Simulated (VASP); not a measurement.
# FSnBr in VASP: further runs

Aim: see how the results for FSnBr move with the level of theory and the settings. Levels: B3LYP+D4, SCAN+D4. Tasks: single point.

All numbers are computed with VASP 6.6.1; they aren't measurements. Logs are shortened: lines on timing, memory, paths and dates and some standing lists are left out, and cuts for length are marked.

**1. The molecule as given**

The cell holds a molecule in a box, 3 atoms: a = 12.000 Å, b = 11.000 Å, c = 11.000 Å, α = 90.00°, β = 90.00°, γ = 90.00°.

**2. Single point, B3LYP+D4**

Input file POSCAR:

```
SnBrF
1.0
   12.0000000000      0.0000000000      0.0000000000
    0.0000000000     11.0000000000      0.0000000000
    0.0000000000      0.0000000000     11.0000000000
F Sn Br
1 1 1
Direct
    0.3964208300      0.5887909100      0.4506636400
    0.4219791700      0.4150272700      0.4481272700
    0.6057458300      0.4160545500      0.5580545500
```

Input file INCAR.step1:

```
SYSTEM = SnBrF
  PREC = Accurate
  ENCUT = 900
  EDIFF = 1E-5
  ISMEAR = 0
  SIGMA = 0.01
  LREAL = .False.
  LASPH = .True.
  NELM = 60
  ALGO = Normal
  ISIF = 2
  LWAVE = .True.
  GGA = PE
```

Input file INCAR.step2:

```
SYSTEM = SnBrF
  PREC = Accurate
  ENCUT = 900
  EDIFF = 1E-6
  ISMEAR = 0
  SIGMA = 0.01
  LREAL = .False.
  LASPH = .True.
  NELM = 60
  ALGO = Normal
  ISIF = 2
  LWAVE = .False.
  LCHARG = .True.
  GGA = B3
  LHFCALC = .True.
  AEXX = 0.2
  AGGAX = 0.72
  AGGAC = 0.81
  ALDAC = 0.19
  PRECFOCK = Fast
  HFRCUT = -1
  IVDW = 13
  LELF = .True.
  LVHAR = .True.
  LVACPOTAV = .True.
  ISTART = 1
```

Input file KPOINTS:

```
Automatic mesh
0
Gamma
  1 1 1
  0 0 0
```

Potentials or basis: VASP PAW PBE potentials, release 64 (F_h, Sn_d, Br).

Started as:

```console
cat potpaw_PBE.64/F_h/POTCAR potpaw_PBE.64/Sn_d/POTCAR potpaw_PBE.64/Br/POTCAR > POTCAR
cp INCAR.step1 INCAR
mpirun -np 1 vasp_gam > vasp.out
cp INCAR.step2 INCAR
mpirun -np 1 vasp_gam > vasp.out
```

OUTCAR:

```text
SYSTEM = SnBrF
   PREC = Accurate
   ENCUT = 900
   EDIFF = 1E-6
   ISMEAR = 0
   LREAL = .False.
   LASPH = .True.
   NELM = 60
   ISIF = 2
   GGA = B3
   LHFCALC = .True.
   AEXX = 0.2
   PRECFOCK = Fast
   IVDW = 13
   ISTART = 1

 ion  position               nearest neighbor table
   1  0.396  0.589  0.451-   2 1.94
   2  0.422  0.415  0.448-   1 1.94   3 2.51
   3  0.606  0.416  0.558-   2 2.51

  LATTYP: Found a simple tetragonal cell.
 ALAT       =    11.0000000000
 C/A-ratio  =     1.0909090909

  Lattice vectors:

 A1 = (   0.0000000000,  11.0000000000,   0.0000000000)
 A2 = (   0.0000000000,   0.0000000000,  11.0000000000)
 A3 = (  12.0000000000,   0.0000000000,   0.0000000000)

Analysis of symmetry for initial positions (statically):
=====================================================================
 Subroutine PRICEL returns:
 Original cell was already a primitive cell.

 Routine SETGRP: Setting up the symmetry group for a
 simple tetragonal supercell.

 Subroutine GETGRP returns: Found  1 space group operations
 (whereof  1 operations were pure point group operations)
 out of a pool of 16 trial point group operations.

The static configuration has the point symmetry C_1 .

Analysis of symmetry for dynamics (positions and initial velocities):
=====================================================================
 Subroutine PRICEL returns:
 Original cell was already a primitive cell.

 Routine SETGRP: Setting up the symmetry group for a
 simple tetragonal supercell.

 Subroutine GETGRP returns: Found  1 space group operations
 (whereof  1 operations were pure point group operations)
 out of a pool of 16 trial point group operations.

The dynamic configuration has the point symmetry C_1 .

 Subroutine INISYM returns: Found  1 space group operations
 (whereof  1 operations are pure point group operations),
 and found     1 'primitive' translations

----------------------------------------------------------------------------------------

                                     Primitive cell

  volume of cell :    1452.0000

  direct lattice vectors                    reciprocal lattice vectors
    12.000000000  0.000000000  0.000000000     0.083333333  0.000000000  0.000000000
     0.000000000 11.000000000  0.000000000     0.000000000  0.090909091  0.000000000
     0.000000000  0.000000000 11.000000000     0.000000000  0.000000000  0.090909091

  length of vectors
    12.000000000 11.000000000 11.000000000     0.083333333  0.090909091  0.090909091

  position of ions in fractional coordinates (direct lattice)
     0.396420830  0.588790910  0.450663640
     0.421979170  0.415027270  0.448127270
     0.605745830  0.416054550  0.558054550

  ion indices of the primitive-cell ions
   primitive index   ion index
                 1           1
                 2           2
                 3           3

----------------------------------------------------------------------------------------

 KPOINTS: Automatic mesh

Automatic generation of k-mesh.
 Grid dimensions read from file:
 generate k-points for:    1    1    1

 Generating k-lattice:

  Cartesian coordinates                     Fractional coordinates (reciprocal lattice)
     0.083333333  0.000000000  0.000000000     1.000000000  0.000000000  0.000000000
     0.000000000  0.090909091  0.000000000     0.000000000  1.000000000  0.000000000
     0.000000000  0.000000000  0.090909091     0.000000000  0.000000000  1.000000000

  Length of vectors
     0.083333333  0.090909091  0.090909091

  Shift w.r.t. Gamma in fractional coordinates (k-lattice)
     0.000000000  0.000000000  0.000000000

 Subroutine IBZKPT returns following result:
 ===========================================

 Found      1 irreducible k-points:

 Following reciprocal coordinates:
            Coordinates               Weight
  0.000000  0.000000  0.000000      1.000000
   k-points           NKPTS =      1   k-points in BZ     NKDIM =      1   number of bands    NBANDS=     18
   number of dos      NEDOS =    301   number of ions     NIONS =      3
   total plane-waves  NPLWV = ******
   dimension x,y,z NGX =   120 NGY =  108 NGZ =  108
   dimension x,y,z NGXF=   240 NGYF=  216 NGZF=  216
   ions per type =               1   1   1
   NGX,Y,Z   is equivalent  to a cutoff of  16.62, 16.32, 16.32 a.u.
   NGXF,Y,Z  is equivalent  to a cutoff of  33.25, 32.64, 32.64 a.u.
 SYSTEM =  SnBrF
   PREC   = accura    normal or accurate (medium, high low for compatibility)
   ISTART =      1    job   : 0-new  1-cont  2-samecut
   ICHARG =      0    charge: 1-file 2-atom 10-const
   ISPIN  =      1    spin polarized calculation?
   LNONCOLLINEAR =      F non collinear calculations
   LSORBIT =      F    spin-orbit coupling
   LASPH  =      T    aspherical Exc in radial PAW
   ENCUT  =  900.0 eV  66.15 Ry    8.13 a.u.  29.35 26.91 26.91*2*pi/ulx,y,z
   NELM   =     60;   NELMIN=  2; NELMDL=  0     # of ELM steps
   EDIFF  = 0.1E-05   stopping-criterion for ELM
   LREAL  =      F    real-space projection
   EDIFFG = 0.1E-04   stopping-criterion for IOM
   NSW    =      0    number of steps for IOM
   IBRION =     -1    ionic relax: 0-MD 1-quasi-New 2-CG
   NFREE  =      0    steps in history (QN), initial steepest desc. (CG)
   ISIF   =      2    stress and relaxation
   ISYM   =      3    0-nonsym 1-usesym 2-fastsym
   POTIM  = 0.5000    time-step for ionic-motion
   TEBEG  =    0.0;   TEEND  =   0.0 temperature during run
   PSTRESS=    0.0 pullay stress
   NELECT =      28.0000    total number of electrons
   NUPDOWN=      -1.0000    fix difference up-down
   EMIN   =  10.00;   EMAX   =-10.00  energy-range for DOS
   EFERMI =   0.00;   METHOD = LEGACY
   ISMEAR =     0;   SIGMA  =   0.01  broadening in eV -4-tet -1-fermi 0-gaus
   EFERMI_NEDOS =   21; number of points for ismear=-14 and -15
   IALGO  =     38    algorithm
   IMIX   =      1    mixing-type and parameters
     AMIX     =   0.40;   BMIX     =  1.00
     AMIX_MAG =   1.60;   BMIX_MAG =  1.00
  volume/ion in A,a.u.               =     484.00      3266.19
  Fermi-wavevector in a.u.,A,eV,Ry     =   0.439008  0.829604  2.622218  0.192728
  Thomas-Fermi vector in A             =   1.412830
   LORBIT       =      0    0 simple, 1 ext, 2 COOP (PROOUT), +10 PAW based schemes
   GGA     = B3    functional components
   LHFCALC =     T    Hartree Fock is set to
   PRECFOCK=fast      Normal, Fast or Accurate (Low or Medium for compatibility)
   ENCUT4O =  -1.0   cutoff for four orbital integrals eV
   NKREDX  =     1    reduce k-point grid by
   NKREDY  =     1    reduce k-point grid by
   NKREDZ  =     1    reduce k-point grid by
   AEXX    =    0.2000 exact exchange contribution
   HFSCREEN=    0.0000 screening length (either q_TF or 0.3 A-1)
   HFSCREENC=   0.0000 screening length for correlation (either q_TF or 0.3 A-1)
   ENCUTFOCK=  -1.0 apply spherical cutoff to Coloumb kernel
   IVDW    =    13    specifies the selected vdW correction
   LEPSILON=     F    determine dielectric tensor
   LRPA    =     F    only Hartree local field effects (RPA)
 non-spin polarized calculation
 Gauss-broadening in eV      SIGMA  =   0.01
  energy-cutoff  :      900.00
  volume of cell :     1452.00
 maximum number of plane-waves:     44432
 NGX is ok and might be reduce to   120
  NGX = 60; NGY = 56; NGZ = 56

 number of electron      28.0000001 magnetization

 Free energy of the ion-electron system (eV)
  ---------------------------------------------------
  ext. energy  EPLUGINS =         0.00000000
  ---------------------------------------------------
  free energy    TOTEN  =       -13.58333004 eV

  energy without entropy =      -13.58333004  energy(sigma->0) =      -13.58333004

 E-fermi :  -7.3402     XC(G=0):  -0.7728

 val. band max:       -7.4349385044   @ k =   0.0000   0.0000   0.0000
 cond. band min:      -2.8442005301   @ k =   0.0000   0.0000   0.0000
 fundamental gap:      4.5907379744
 Fermi energy:        -7.3401672388

 k-point     1 :       0.0000    0.0000    0.0000
  band No.  band energies     occupation
      1     -30.8941      2.00000
      2     -28.7525      2.00000
      3     -28.6997      2.00000
      4     -28.6329      2.00000
      5     -28.4617      2.00000
      6     -27.9752      2.00000
[... 10 lines left out ...]
     17      -0.4612      0.00000
     18       0.0470      0.00000

------------------------ aborting loop because EDIFF is reached ----------------------------------------

  DFT-D4 for vdW energy calculation

  Edisp (eV):   -0.13081

  FORCE on cell =-STRESS in cart. coord.  units (eV):
  Direction    XX          YY          ZZ          XY          YZ          ZX
  --------------------------------------------------------------------------------------
  -------------------------------------------------------------------------------------
  Total       0.41869     0.83131     0.01358    -0.14050     0.03072     0.31334
  in kB       0.46199     0.91729     0.01499    -0.15503     0.03389     0.34575
  external pressure =        0.46 kB  Pullay stress =        0.00 kB

 VOLUME and BASIS-vectors are now :
 -----------------------------------------------------------------------------
  energy-cutoff  :      900.00
  volume of cell :     1452.00
      direct lattice vectors                 reciprocal lattice vectors
    12.000000000  0.000000000  0.000000000     0.083333333  0.000000000  0.000000000
     0.000000000 11.000000000  0.000000000     0.000000000  0.090909091  0.000000000
     0.000000000  0.000000000 11.000000000     0.000000000  0.000000000  0.090909091

 POSITION                                       TOTAL-FORCE (eV/Angst)
 -----------------------------------------------------------------------------------
      4.75705      6.47670      4.95730        -0.054488      0.549004     -0.006628
      5.06375      4.56530      4.92940        -0.190030     -0.557328     -0.144442
      7.26895      4.57660      6.13860         0.244518      0.008325      0.151069
 -----------------------------------------------------------------------------------
    total drift:                                0.033548      0.007693     -0.029125

  FREE ENERGIE OF THE ION-ELECTRON SYSTEM (eV)
  ---------------------------------------------------
  free  energy   TOTEN  =       -13.7141354793 eV

  energy  without entropy=      -13.7141354793  energy(sigma->0) =      -13.71413548
```

Wall time 11 min (1 thread of Intel Xeon 6975P-C (Granite Rapids), shared host); peak memory 2.1 GiB.

What came out:

| Property | Result |
| --- | --- |
| Free energy | -13.7141 eV |
| Largest force | 0.606 eV/Å |
| Gap between the frontier levels | 4.59 eV |
| Dispersion energy per atom | -0.044 eV |

Forces on the atoms (eV/Å):
```
F   -0.054  0.549 -0.007
Sn  -0.190 -0.557 -0.144
Br   0.245  0.008  0.151
```

Levels at points of the mesh, in eV from the valence-band top:
```tsv
k point	band 12	band 13	band 14	band 15	band 16	band 17
(0.00, 0.00, 0.00)	-0.48	-0.37	0.00	4.59	6.66	6.97
```

Caveat: the cutoff is under 1.25 times the usual one of these potentials, so pressure, stress and relaxed cells hold a basis-set (Pulay) error; the PAW data sets were made with another functional, which shifts forces and pressure a little; spin-orbit coupling is left out, which moves the levels of the heavy elements.

**3. Single point, SCAN+D4**

Input file INCAR:

```
PREC = Accurate
ENCUT = 520
EDIFF = 1E-6
ISMEAR = 0
SIGMA = 0.01
LREAL = F
LASPH = T
NELM = 60
ALGO = Normal
ISIF = 2
LWAVE = F
LCHARG = F
METAGGA = SCAN
LMIXTAU = T
IVDW = 13
```

Input file KPOINTS:

```
Automatic mesh
0
Gamma
  1 1 1
```

POSCAR is that of step 2.

Potentials or basis: VASP PAW PBE potentials, release 64 (F, Sn_d, Br).

Started as:

```console
cat potpaw_PBE.64/F/POTCAR potpaw_PBE.64/Sn_d/POTCAR potpaw_PBE.64/Br/POTCAR > POTCAR
mpirun -np 1 vasp_gam > vasp.out
```

OUTCAR:

```text
PREC = Accurate
   ENCUT = 520
   EDIFF = 1E-6
   ISMEAR = 0
   LREAL = F
   LASPH = T
   NELM = 60
   ISIF = 2
   METAGGA = SCAN
   IVDW = 13

 ion  position               nearest neighbor table
   1  0.396  0.589  0.451-   2 1.94
   2  0.422  0.415  0.448-   1 1.94   3 2.51
   3  0.606  0.416  0.558-   2 2.51

  LATTYP: Found a simple tetragonal cell.
 ALAT       =    11.0000000000
 C/A-ratio  =     1.0909090909

  Lattice vectors:
[... 188 lines left out ...]

  DFT-D4 for vdW energy calculation

  Edisp (eV):   -0.01048

  FORCE on cell =-STRESS in cart. coord.  units (eV):
  Direction    XX          YY          ZZ          XY          YZ          ZX
  --------------------------------------------------------------------------------------
  -------------------------------------------------------------------------------------
  Total      -0.08800     0.48727    -0.06958    -0.01201     0.03665     0.00264
  in kB      -0.09711     0.53766    -0.07678    -0.01325     0.04044     0.00292
  external pressure =        0.12 kB  Pullay stress =        0.00 kB

 VOLUME and BASIS-vectors are now :
 -----------------------------------------------------------------------------
  energy-cutoff  :      520.00
  volume of cell :     1452.00
      direct lattice vectors                 reciprocal lattice vectors
    12.000000000  0.000000000  0.000000000     0.083333333  0.000000000  0.000000000
     0.000000000 11.000000000  0.000000000     0.000000000  0.090909091  0.000000000
     0.000000000  0.000000000 11.000000000     0.000000000  0.000000000  0.090909091

 POSITION                                       TOTAL-FORCE (eV/Angst)
 -----------------------------------------------------------------------------------
      4.75705      6.47670      4.95730        -0.011465      0.304987      0.021451
      5.06375      4.56530      4.92940         0.011947     -0.343389     -0.019163
      7.26895      4.57660      6.13860        -0.000481      0.038402     -0.002288
 -----------------------------------------------------------------------------------
    total drift:                               -0.020800     -0.017916      0.030370

  FREE ENERGIE OF THE ION-ELECTRON SYSTEM (eV)
  ---------------------------------------------------
  free  energy   TOTEN  =       -62.0163081722 eV

  energy  without entropy=      -62.0163081722  energy(sigma->0) =      -62.01630817
```

OSZICAR:

```text
N       E                     dE             d eps       ncg     rms          rms(c)
DAV:   1     0.208836193765E+03    0.20884E+03   -0.92666E+03    44   0.955E+02
DAV:   2     0.200197531477E+02   -0.18882E+03   -0.18740E+03    48   0.242E+02
DAV:   3    -0.616487623961E+02   -0.81669E+02   -0.81519E+02    56   0.128E+02
[... 37 lines left out ...]
DAV:  41    -0.620058200623E+02    0.22176E-04   -0.19342E-05    36   0.592E-02    0.280E-03
DAV:  42    -0.620058243506E+02   -0.42884E-05   -0.67654E-05    36   0.103E-01    0.150E-03
DAV:  43    -0.620058264333E+02   -0.20827E-05   -0.20381E-05    36   0.662E-02    0.640E-04
DAV:  44    -0.620058247140E+02    0.17193E-05   -0.13567E-05    36   0.547E-02    0.452E-04
DAV:  45    -0.620058249996E+02   -0.28552E-06   -0.91638E-06    36   0.469E-02
   1 F= -.62016308E+02 E0= -.62016308E+02  d E =-.593147E-12
```

Run time: 5.4 min. Hardware: 1 thread of Intel Xeon 6975P-C (Granite Rapids), shared host; peak memory 1.4 GiB.

Results:

- Free energy: -62.0163 eV
- Largest force: 0.344 eV/Å
- Gap between the frontier levels: 3.57 eV
- Dispersion energy per atom: -0.003 eV

Forces on the atoms (eV/Å):
```
F   -0.011  0.305  0.021
Sn   0.012 -0.343 -0.019
Br   0.000  0.038 -0.002
```

Levels at points of the mesh, in eV from the valence-band top:
| k point | band 12 | band 13 | band 14 | band 15 | band 16 | band 17 |
| --- | --- | --- | --- | --- | --- | --- |
| (0.00, 0.00, 0.00) | -0.48 | -0.34 | 0.00 | 3.57 | 5.87 | 6.25 |

Caveat: the PAW data sets were made with another functional, which shifts forces and pressure a little; spin-orbit coupling is left out, which moves the levels of the heavy elements. SCAN opens gaps a little over a GGA but as a rule still falls short of measured ones.

**4. The reference run**

An earlier run on the cell as given: functional PBE; potentials or basis VASP PAW PBE potentials, release 64 (F, Sn_d, Br); cutoff 520 eV; k mesh 1 × 1 × 1; occupations gaussian, width 0.01 eV; no spin polarisation.

- Largest force: 0.822 eV/Å
- Gap between the frontier levels: 3.26 eV

**5. Overview**

```csv
level,potentials or basis,cutoff (eV),grid for exact exchange (PRECFOCK),exchange at q = 0,gap on the mesh (eV),largest force (eV/Å)
B3LYP+D4,"VASP PAW PBE potentials, release 64 (F_h, Sn_d, Br)",900,Fast,truncated,4.59,0.61
SCAN+D4,"VASP PAW PBE potentials, release 64 (F, Sn_d, Br)",520,-,-,3.57,0.34
PBE,"VASP PAW PBE potentials, release 64 (F, Sn_d, Br)",520,-,-,3.26,0.82
```

Alike in all rows: task single point; no spin polarisation; cell as given; k mesh 1 × 1 × 1; smearing gaussian 0.01 eV.

Caveats: spin-orbit coupling is left out, which moves the levels of the heavy elements; the PAW data sets were made with another functional, which shifts forces and pressure a little (some runs); the cutoff is under 1.25 times the usual one of these potentials, so pressure, stress and relaxed cells hold a basis-set (Pulay) error (some runs).

Absolute energies hang on the potentials; compare differences alone.
